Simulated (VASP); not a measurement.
An input for Quantum ESPRESSO's pw.x (written as the equivalent of a VASP run, and not itself run):

```
&CONTROL
  calculation = 'vc-relax'
  pseudo_dir = './pseudo'
  outdir = './out'
  tprnfor = .true.
  tstress = .true.
  nstep = 40
  forc_conv_thr = 0.00078
/
&SYSTEM
  ibrav = 0
  nat = 1
  ntyp = 1
  ecutwfc = 98
  occupations = 'smearing'
  smearing = 'methfessel-paxton'
  degauss = 0.00735
  input_dft = 'pbe'
  nspin = 2
  starting_magnetization(1) = 0.06
/
&ELECTRONS
  conv_thr = 7.3e-08
  electron_maxstep = 100
/
&IONS
/
&CELL
  press = 100
/
ATOMIC_SPECIES
  Ni 58.693 Ni.upf
CELL_PARAMETERS angstrom
     0.0000000    1.7446129    1.7446129
     1.7446129    0.0000000    1.7446129
     1.7446129    1.7446129    0.0000000
ATOMIC_POSITIONS crystal
  Ni   0.0000000  0.0000000  0.0000000
K_POINTS automatic
  18 18 18 0 0 0
```

Q: Translate this input to VASP (INCAR, KPOINTS, POSCAR, choice of POTCAR).

A: Several could match; the one computed here: 
### INCAR
```
SYSTEM  =  Ni
PREC  =  Accurate; ENCUT  =  500; LREAL  =  .False.
LASPH  =  .True.
EDIFF  =  1E-6; NELM  =  100; ALGO  =  Normal
LMAXMIX  =  4
ISMEAR  =  1; SIGMA  =  0.1
GGA  =  PE
ISPIN  =  2; MAGMOM  =  0.6
IBRION  =  2; NSW  =  40; ISIF  =  3
EDIFFG  =  -0.02; PSTRESS  =  100
LWAVE  =  .False.; LCHARG  =  .False.; LORBIT  =  10
```

KPOINTS:
```
kpoints
0
G
 18 18 18
0 0 0
```

POSCAR:
```
Ni
1.0
  0.0000000000   1.7446128957   1.7446128957
  1.7446128957   0.0000000000   1.7446128957
  1.7446128957   1.7446128957   0.0000000000
Ni
1
Cartesian
  0.0000000000   0.0000000000   0.0000000000
```

POTCAR, in this order: Ni (PBE.64 set). Program: vasp_std.

Limits of the translation: the potentials are each code's own (VASP's PAW set, PseudoDojo norm-conserving files in pw.x), so ENCUT and ecutwfc are chosen apart and not converted; conv_thr bounds pw.x's estimated SCF error, while EDIFF bounds the energy change between steps; starting_magnetization is a fraction of the valence charge and MAGMOM a moment in μB, so they match only roughly; forc_conv_thr acts on force components and is met together with etot_conv_thr.

The compound is Ni in the fcc structure. This run relaxes it under an external pressure of 10 GPa. Symmetry was kept, so distortions that lower it aren't found.
